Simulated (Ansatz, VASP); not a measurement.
## Cross-check of SiO2 (Cristobalite) between VASP and Ansatz

Aim: how closely do two programs agree when they are given the same cell, functional and k mesh? The cell is taken from a series of runs on this material, whose earlier steps may have relaxed, scaled, displaced or heated it; both programs get it as it stands.

Method: plane waves, with VASP 6.6.1 beside it; zone-centre phonons at LDA, in Ansatz 0.2.0.

### 1. The starting structure

Symmetry: P4_12_12, No. 92, tetragonal system. The conventional cell has a = 4.894 Å, b = 4.894 Å, c = 6.837 Å, α = 90.00°, β = 90.00°, γ = 90.00°. Nearest to O lie 2 Si at 1.61 Å. Nearest to Si lie 4 O at 1.61 Å. Farther neighbours and most contacts between anions are not listed.

Coordinates:

```cif
data_structure
_symmetry_space_group_name_H-M 'P4_12_12'
_symmetry_Int_Tables_number 92
_cell_length_a 4.8939
_cell_length_b 4.8939
_cell_length_c 6.8374
_cell_angle_alpha 90.000
_cell_angle_beta 90.000
_cell_angle_gamma 90.000
_cell_volume 163.76
loop_
_atom_site_label
_atom_site_type_symbol
_atom_site_symmetry_multiplicity
_atom_site_Wyckoff_symbol
_atom_site_fract_x
_atom_site_fract_y
_atom_site_fract_z
_atom_site_occupancy
O1 O 8 b 0.23563 0.12206 0.18680 1
Si1 Si 4 a 0.30857 0.30857 0.00000 1
```

### 2. Ansatz: zone-centre phonons, LDA

Ansatz runs on its PAW soft_1 files.

Second derivatives magnify differences that forces hide, and they need a tight electronic threshold.

File input.yaml:

```yaml
crystal:
  lattice:
    - [4.8939403413, 0.0, 0.0]
    - [0.0, 4.8939403413, 0.0]
    - [0.0, 0.0, 6.8374122781]
  atoms:
    - { symbol: O, position: [0.2356331724, 0.1220586231, 0.1867987727] }
    - { symbol: O, position: [0.3779413769, 0.7356331724, 0.4367987727] }
    - { symbol: O, position: [0.7643668276, 0.8779413769, 0.6867987727] }
    - { symbol: O, position: [0.6220586231, 0.2643668276, 0.9367987727] }
    - { symbol: O, position: [0.7356331724, 0.3779413769, 0.5632012273] }
    - { symbol: O, position: [0.8779413769, 0.7643668276, 0.3132012273] }
    - { symbol: O, position: [0.2643668276, 0.6220586231, 0.0632012273] }
    - { symbol: O, position: [0.1220586231, 0.2356331724, 0.8132012273] }
    - { symbol: Si, position: [0.3085694166, 0.3085694166, 0.0] }
    - { symbol: Si, position: [0.1914305834, 0.8085694166, 0.25] }
    - { symbol: Si, position: [0.6914305834, 0.6914305834, 0.5] }
    - { symbol: Si, position: [0.8085694166, 0.1914305834, 0.75] }
kpoints:
  mp_grid: { grid: [4, 4, 4] }
hamiltonian:
  xc: lda
  pseudopotentials: { kind: paw, azcp: { folder: soft_1 }, xc_functional: pbe }
scf:
  occupations: { method: fixed }
output:
  eigenvalues: true
phonons:
  method: dfpt
  dielectric: true
  rigid_motions: translations
```

Command:

```sh
ansatz run input.yaml --threads 8 --pin off --max-ram 20480MiB --backend cpu --events-out ev --progress --plain --runs-dir out
```

Numbers of over 12 decimals in the logs are rounded to 6 here.

What it wrote:

```text
Engine: ansatz 0.2.0, aarch64-unknown-linux-gnu
Pseudopotentials: kind: paw
Pseudopotential: O, paw, valence charge 6, recommended cutoff 420 eV (normal), soft_1/O.paw.azcp
Pseudopotential: Si, paw, valence charge 4, recommended cutoff 420 eV (normal), soft_1/Si.paw.azcp
Functional definition: SPW92
  exchange = slater_x
  correlation = pw_c
Crystal: 12 atoms, lattice volume = 163.760 Å³
Basis set: ecut = 420 eV, 3203 PW (Γ), exchange–correlation on 72×72×96 points (8 copies of the dense FFT grid, shifted against one another)
Bands: 44, of which v1, the nominal top of the filled ones, is band 32 counted from 1 (31 counted from 0)
Symmetry: 8 space group operations
k-points: 36 of 64 (irreducible under 1 space group operation, time reversal used)
Non-local potential: O, projectors of the file, l = 0: 2, l = 1: 2, l = 2: 1
Non-local potential: Si, projectors of the file, l = 0: 2, l = 1: 2, l = 2: 1
PAW form: soft (Blöchl's): semilocal exchange-correlation on the pseudo side does not see the compensation charge
PAW frozen core: O, regenerated for the run's functional, and the local potential with it (the file was generated under x = pbe(κ = 0.804, μ = 0.219515), c = pbe(β = 0.066725))
PAW frozen core: Si, regenerated for the run's functional, and the local potential with it (the file was generated under x = pbe(κ = 0.804, μ = 0.219515), c = pbe(β = 0.066725))
PAW one-centre angular grid: O, 110 points (default); XC on 64 Gauss nodes
PAW one-centre angular grid: Si, 110 points (default); XC on 64 Gauss nodes
Initial density: superposition of atomic densities (chi_scale 0.1, normalization cell, long waves kept (reshape's long-wave potential 0.00 eV rms))
Initial wavefunctions: pseudopotential atomic-orbital guess
Functional: x = slater, c = lda
SCF iter   1: F=—  HF=-6897.273122 eV  |F-HF|=—  |Δ(HF+E_count)|=         —  Δρ=1.22e-1  dr2=2.16e1  ethr=3.10e-3  ⟨swp⟩=4.7  Hψ=6438  notcnv=0  defer=330
preconditioner: auto → Resta (q_TF=auto, 2.333 Å⁻¹)  ε∞=2.7  [insulator: Δε(μ)=7.203 eV  Ē_g=17.923 eV  n_scr=36 (ndim 8)  ℏωp=23.2 eV  f_vac=0.075  ε∞_Penn≈2.7]
SCF iter   2: F=—  HF=-6891.135941 eV  |F-HF|=—  |Δ(HF+E_count)|=    6.14e0  Δρ=4.17e-2  dr2=1.18e0  ethr=3.10e-3  ⟨swp⟩=4.1  Hψ=4195  notcnv=0  defer=337
SCF iter   3: F=—  HF=-6890.866602 eV  |F-HF|=—  |Δ(HF+E_count)|=   2.69e-1  Δρ=1.97e-2  dr2=3.67e-1  ethr=1.84e-3  ⟨swp⟩=2.0  Hψ=1472  notcnv=0  defer=351
SCF iter   4: F=—  HF=-6890.782383 eV  |F-HF|=—  |Δ(HF+E_count)|=   8.42e-2  Δρ=1.45e-3  dr2=2.64e-3  ethr=5.74e-4  ⟨swp⟩=3.3  Hψ=2638  notcnv=0  defer=358
SCF iter   5: F=—  HF=-6890.784156 eV  |F-HF|=—  |Δ(HF+E_count)|=   1.77e-3  Δρ=2.45e-4  dr2=1.22e-4  ethr=4.12e-6  ⟨swp⟩=2.7  Hψ=2546  notcnv=0  defer=357
SCF iter   6: F=—  HF=-6890.784178 eV  |F-HF|=—  |Δ(HF+E_count)|=   2.25e-5  Δρ=5.15e-5  dr2=5.45e-6  ethr=1.91e-7  ⟨swp⟩=2.9  Hψ=2805  notcnv=0  defer=355
SCF iter   7: F=—  HF=-6890.784183 eV  |F-HF|=—  |Δ(HF+E_count)|=   4.25e-6  Δρ=8.61e-6  dr2=1.35e-7  ethr=8.52e-9  ⟨swp⟩=2.7  Hψ=2692  notcnv=0  defer=344
SCF iter   8: F=—  HF=-6890.784183 eV  |F-HF|=—  |Δ(HF+E_count)|=   1.12e-7  Δρ=1.86e-6  dr2=4.42e-9  ethr=2.11e-10  ⟨swp⟩=2.4  Hψ=2390  notcnv=0  defer=344
SCF iter   9: F=-6890.784183 eV  HF=-6890.784183 eV  |F-HF|=6.82e-11  |Δ(HF+E_count)|=   3.69e-9  Δρ=2.21e-7  dr2=5.22e-11  ethr=1.00e-12  ⟨swp⟩=17.0  Hψ=13827  notcnv=0
SCF 1 converged in 9 iterations: F = -6890.784183 eV  dr2 = 5.22e-11
  greatest PAW one-centre occupation: 0.856 electrons in one spin orbital (limit 2), on the O atom at site 7 (counted from 0), in its partial waves of l = 0
DFPT response loops at Γ: preconditioner auto → none (the input reference at scf.mixing.eps_inf says where Resta's filter doesn't serve); β = 0.50; Broyden in place of MSR1
── the response to a field inside a basis, on 4×4×4 k-points: an SCF that follows is theirs, and a resumed run solves both again ──
Bands: 33, of which v1, the nominal top of the filled ones, is band 32 counted from 1 (31 counted from 0)
k-points: 6 of 64 (time reversal used)
Initial density: handed on by an earlier stage of this run
Initial wavefunctions: pseudopotential atomic-orbital guess (no wavefunctions were taken with the density)
Eigensolver: Dense (6 Hₖ)
SCF iter   1: F=—  HF=-6890.612265 eV  |F-HF|=—  |Δ(HF+E_count)|=         —  Δρ=4.33e-4  dr2=8.67e-5  ethr=1.00e-1
preconditioner: auto → Resta (q_TF=auto, 2.333 Å⁻¹)  ε∞=3.7  [insulator: Δε(μ)=6.136 eV  Ē_g=14.141 eV  n_scr=36 (ndim 8)  ℏωp=23.2 eV  f_vac=0.182  ε∞_Penn≈3.7]
SCF iter   2: F=—  HF=-6890.612268 eV  |F-HF|=—  |Δ(HF+E_count)|=   2.55e-6  Δρ=1.97e-4  dr2=2.25e-5  ethr=1.35e-7
SCF iter   3: F=—  HF=-6890.612271 eV  |F-HF|=—  |Δ(HF+E_count)|=   3.67e-6  Δρ=6.76e-5  dr2=2.69e-6  ethr=3.51e-8
SCF iter   4: F=-6890.612271 eV  HF=-6890.612271 eV  |F-HF|=1.94e-8  |Δ(HF+E_count)|=   6.35e-9  Δρ=6.87e-6  dr2=9.77e-8  ethr=4.20e-9
[...]
k-point 2: bands = [... 28 lower, 0.8542, 0.8542, 1.0515, 1.0515, 8.3370, 8.3370, 10.5947, 10.5947, ... 8 higher]
  k-point 35: bands = [... 28 lower, 0.8507, 0.8507, 0.8507, 0.8507, 10.5207, 10.5207, 10.5207, 10.5207, ... 8 higher]
--- Phonons (Γ-DFPT): 5 representative perturbations + reference, on 36 of 64 k-points (Σ response iterations 19) ---
  k mesh reduced under 1 symmetry operation, with k and −k counted as one. Each operation leaves every solved perturbation unchanged. A smaller set is not considered because the run solves the response to a homogeneous field
  ASR residual: 7.329e-5 → 0.000e0 eV/Å²; symmetrization residual: 1.854e-6 eV/Å²
  ASR residual per site (eV/Å²): 7.33e-5 7.33e-5 7.33e-5 7.33e-5 7.33e-5 7.33e-5 7.33e-5 7.33e-5 2.19e-5 2.19e-5 2.19e-5 2.19e-5
  Γ frequencies (cm⁻¹): 0.00 0.00 0.00 50.13 122.09 157.45 157.45 233.02 257.08 257.08 270.52 278.83 344.35 368.24 375.76 375.76 427.27 436.04 457.59 457.59 482.48 616.14 616.14 784.33 785.74 789.81 797.19 797.19 1072.09 1075.04 1075.04 1075.93 1085.42 1113.45 1185.80 1185.80
  ε∞ (high-frequency dielectric tensor):
        2.359316     0.000000     0.000000
        0.000000     2.359316     0.000000
        0.000000     0.000000     2.349043
  ε⁰ (static dielectric tensor: ions relaxed, cell fixed):
        4.275137    -0.000000     0.000000
       -0.000000     4.275137    -0.000000
        0.000000    -0.000000     4.016083
  ε⁰ − ε∞ (ionic part):
        1.915822    -0.000000     0.000000
       -0.000000     1.915822    -0.000000
        0.000000    -0.000000     1.667040
  softest optical mode at Γ: 50.13 cm⁻¹; the repairs (sum rule, projections) moved no ω² at Γ by more than (1.65 cm⁻¹)²
  Born effective charges Z* (e; rows j = field, columns β = displacement):
    site 0:
        -1.04960   -0.17928    0.08485
        -0.24121   -2.28084    0.76855
         0.23253    0.76263   -1.64242
    site 1:
        -2.28084    0.24121   -0.76855
         0.17928   -1.04960    0.08485
        -0.76263    0.23253   -1.64242
    site 2:
        -1.04960   -0.17928   -0.08485
        -0.24121   -2.28084   -0.76855
        -0.23253   -0.76263   -1.64242
    site 3:
        -2.28084    0.24121    0.76855
         0.17928   -1.04960   -0.08485
         0.76263   -0.23253   -1.64242
    site 4:
        -1.04960    0.17928   -0.08485
         0.24121   -2.28084    0.76855
        -0.23253    0.76263   -1.64242
    site 5:
[...]
site 6:
[...]
site 7:
[...]
site 8:
[...]
site 9:
[...]
site 10:
[...]
site 11:
[...]
Z* charge neutrality: 6.372e-3 e pre-enforcement
  solved inside a basis spanned on kpoints, on 4×4×4 k-points, its susceptibility summed on 8×8×6: ε∞ is read to err by 8.6e-3, Z* by 1.2e-2 e (field_mesh: kpoints solves on kpoints); Z* is corrected for what the basis lacks
  optical modes at Γ without the LO–TO term, one row a degenerate level:
      ω (cm⁻¹)  modes    IR ((D/Å)²/amu)
[...]
optical modes at Γ + LO–TO along q̂ = [1.0000, 0.0000, 0.0000]:
      ω (cm⁻¹)  modes    IR ((D/Å)²/amu)
[...]
optical modes at Γ + LO–TO along q̂ = [0.0000, 1.0000, 0.0000]:
      ω (cm⁻¹)  modes    IR ((D/Å)²/amu)
[...]
optical modes at Γ + LO–TO along q̂ = [0.0000, 0.0000, 1.0000]:
      ω (cm⁻¹)  modes    IR ((D/Å)²/amu)
[...]
797.19      2             0.0828
        811.91      1             5.1061
       1072.09      1             0.0000
       1075.04      2           113.2217
       1075.93      1             0.0000
       1113.45      1             0.0000
       1185.80      2             3.4233
       1227.92      1            64.5368
```

Reading the cycles: dr2 is the Hartree energy of the density residual (eV), the measure of convergence; HF is the Harris–Foulkes estimate of the energy, which meets the free energy F at convergence.

(Part 1 of 3 ends here.)

[Lines on the potential files, build, host, timing and source positions are cut from VASP's logs without a mark.]

[Logs are printed without paths, hosts, clocks, repeated set-up lines and the standing remarks that a program may print on its own settings, such as how far it seeks lower states.]

[Hosts, paths, dates, database ids (printed as entryN), source tags and the programs' standing remarks are cut or masked in the printed files.]
